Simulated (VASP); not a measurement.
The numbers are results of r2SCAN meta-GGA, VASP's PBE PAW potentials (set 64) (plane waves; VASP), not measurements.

Input for VASP

### POSCAR
```
MgH2(110) slab
1
    2.9899285579     0.0000000000     0.0000000000
    0.0000000000     6.3318559718     0.0000000000
    0.0000000000     0.0000000000    24.3560759572
H Mg
12 6
Direct
  0.0000000000   0.5000000000   0.3190610000
  0.0000000000   0.0000000000   0.4490460000
  0.5000000000   0.8040000000   0.3700150000
  0.5000000000   0.1960000000   0.3700150000
  0.0000000000   0.5000000000   0.4209690000
  0.0000000000   0.5000000000   0.5790310000
  0.5000000000   0.3040000000   0.5000000000
  0.5000000000   0.6960000000   0.5000000000
  0.0000000000   0.0000000000   0.5509540000
  0.5000000000   0.8040000000   0.6299850000
  0.5000000000   0.1960000000   0.6299850000
  0.0000000000   0.5000000000   0.6809390000
  0.0000000000   0.0000000000   0.3700150000
  0.5000000000   0.5000000000   0.3700150000
  0.0000000000   0.5000000000   0.5000000000
  0.5000000000   0.0000000000   0.5000000000
  0.0000000000   0.0000000000   0.6299850000
  0.5000000000   0.5000000000   0.6299850000
```

INCAR:
```
SYSTEM = MgH2(110) slab
PREC = Normal; ENCUT = 400; LREAL = Auto
LASPH = .TRUE.
EDIFF = 1E-5; NELM = 100; NELMIN = 4
ALGO = Normal; LMIXTAU = .TRUE.
ISMEAR = 0; SIGMA = 0.05
METAGGA = R2SCAN
IBRION = 2; NSW = 50; ISIF = 2
EDIFFG = -0.03
LWAVE = .TRUE.; LCHARG = .FALSE.
DIPOL = 0.5 0.5 0.5
LDIPOL = .TRUE.; IDIPOL = 3
```

KPOINTS:
```
Automatic mesh
0
Gamma
7 3 1
0 0 0
```

POTCAR, in this order: H Mg (PBE.64 set). Program: vasp_std.

Q: What will the output report for the number of irreducible k-points (NKPTS), largest plane-wave count, number of space-group operations, FFT grid (NGX, NGY, NGZ)?

A: 
| Property | Result |
|---|---|
| number of irreducible k-points (NKPTS) | 8 |
| largest plane-wave count | 8414 |
| number of space-group operations | 8 |
| FFT grid (NGX, NGY, NGZ) | 16 × 32 × 120 |

The cell is a thin slab with vacuum, built from MgH2 (rutile): (110) face.
